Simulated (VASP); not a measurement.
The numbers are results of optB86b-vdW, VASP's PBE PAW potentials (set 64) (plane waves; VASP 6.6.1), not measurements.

A VASP calculation is set up with these files.

File KPOINTS:
```
k-points along high-symmetry lines
10
Line-mode
Reciprocal
  0.000000   0.000000   0.000000 ! GAMMA
  0.000000   0.500000   0.000000 ! M

  0.000000   0.500000   0.000000 ! M
 -0.333333   0.666667   0.000000 ! K

 -0.333333   0.666667   0.000000 ! K
  0.000000   0.000000   0.000000 ! GAMMA

  0.000000   0.000000   0.000000 ! GAMMA
  0.000000   0.000000   0.500000 ! A

  0.000000   0.000000   0.500000 ! A
  0.000000   0.500000   0.500000 ! L

  0.000000   0.500000   0.500000 ! L
 -0.333333   0.666667   0.500000 ! H

 -0.333333   0.666667   0.500000 ! H
  0.000000   0.000000   0.500000 ! A

  0.000000   0.500000   0.500000 ! L
  0.000000   0.500000   0.000000 ! M

 -0.333333   0.666667   0.500000 ! H
 -0.333333   0.666667   0.000000 ! K
```

### INCAR
```
! general
SYSTEM    =  MoTe2
PREC      =  Accurate
ENCUT     =  520
LREAL     =  .FALSE.   ! projection in real space or not
LASPH     =  .TRUE.   ! aspherical one-centre terms
ICHARG    =  11

! electronic loop
EDIFF     =  1E-7
NELM      =  100
ALGO      =  Normal
LMAXMIX   =  4   ! l cut-off of mixed one-centre charges

! smearing
ISMEAR    =  0   ! Gaussian
SIGMA     =  0.05

! functional
GGA       =  MK
LUSE_VDW  =  .TRUE.
AGGAC     =  0.0
PARAM1    =  0.1234
PARAM2    =  1.0

! output
LWAVE     =  .FALSE.
LCHARG    =  .FALSE.
LORBIT    =  11   ! lm-projected
```

### POSCAR
```
MoTe2
1.0
  1.7660922859  -3.0589611444   0.0000000000
  1.7660922859   3.0589611444   0.0000000000
  0.0000000000   0.0000000000  14.0373186929
Te Mo
4 2
direct
  0.3333330000   0.6666670000   0.8793398287
  0.6666670000   0.3333330000   0.3793398287
  0.6666670000   0.3333330000   0.1206601713
  0.3333330000   0.6666670000   0.6206601713
  0.3333330000   0.6666670000   0.2500000000
  0.6666670000   0.3333330000   0.7500000000
```

POTCAR, in this order: Te Mo_sv (PBE.64 set). Program: vasp_std. Read from the step before: CHGCAR.

Output of the run:

**OSZICAR**
```
       N       E                     dE             d eps       ncg     rms          rms(c)
DAV:   1     0.421490582074E+03    0.42149E+03   -0.27548E+04  6588   0.150E+03
DAV:   2     0.808914770432E+00   -0.42068E+03   -0.41251E+03  7043   0.349E+02
DAV:   3    -0.219432943208E+02   -0.22752E+02   -0.22320E+02  7010   0.677E+01
DAV:   4    -0.226614805097E+02   -0.71819E+00   -0.71485E+00  6903   0.114E+01
DAV:   5    -0.226839211652E+02   -0.22441E-01   -0.22424E-01  7282   0.207E+00
DAV:   6    -0.226844575246E+02   -0.53636E-03   -0.53618E-03  6933   0.300E-01
DAV:   7    -0.226844749096E+02   -0.17385E-04   -0.17384E-04  7258   0.523E-02
DAV:   8    -0.226844755462E+02   -0.63663E-06   -0.63661E-06  6869   0.897E-03
DAV:   9    -0.226844755715E+02   -0.25272E-07   -0.25224E-07  4929   0.169E-03
   1 F= -.22684476E+02 E0= -.22684476E+02  d E =-.499829E-22
```

OUTCAR:
```
 val. band max:        7.8946239144   @ k =   0.0000   0.0000   0.0000

 cond. band min:       8.6076880506   @ k =  -0.1852   0.3704   0.0000



 k-point     1 :       0.0000    0.0000    0.0000
  band No.  band energies     occupation
      1     -52.8845      2.00000
      2     -52.8845      2.00000
      3     -27.0658      2.00000
      4     -27.0658      2.00000
      5     -26.9433      2.00000
      6     -26.9433      2.00000
      7     -26.9433      2.00000
      8     -26.9433      2.00000
      9      -5.0526      2.00000
     10      -4.7324      2.00000
     11      -4.2291      2.00000
     12      -3.7350      2.00000
     13       2.1030      2.00000
     14       3.3955      2.00000
     15       4.8173      2.00000
     16       6.1120      2.00000
     17       6.1120      2.00000
     18       6.1278      2.00000
     19       6.1278      2.00000
     20       6.8756      2.00000
     21       6.8778      2.00000
     22       6.8778      2.00000
     23       6.9134      2.00000
     24       6.9134      2.00000
     25       7.5722      2.00000
     26       7.8946      2.00000
     27      10.7409      0.00000
     28      10.7418      0.00000
     29      10.8730      0.00000
     30      10.8801      0.00000
     31      10.9465      0.00000

 k-point     2 :       0.0000    0.0556    0.0000
  band No.  band energies     occupation
      1     -52.8842      2.00000
      2     -52.8842      2.00000
      3     -27.0650      2.00000
      4     -27.0650      2.00000
      5     -26.9470      2.00000
      6     -26.9470      2.00000
      7     -26.9441      2.00000
      8     -26.9441      2.00000
      9      -5.0096      2.00000
     10      -4.6900      2.00000
     11      -4.1971      2.00000
     12      -3.7070      2.00000
     13       2.1517      2.00000
     14       3.4421      2.00000
     15       4.7960      2.00000
     16       6.0132      2.00000
     17       6.0335      2.00000
     18       6.1458      2.00000
...
```

The density is held fixed in this step, so its total energy and stress have no physical meaning. Unless said otherwise, spin-orbit coupling is left out, though it shifts the bands of the heavy elements here.

The compound is MoTe2 in the 2H layered structure. It was relaxed first.
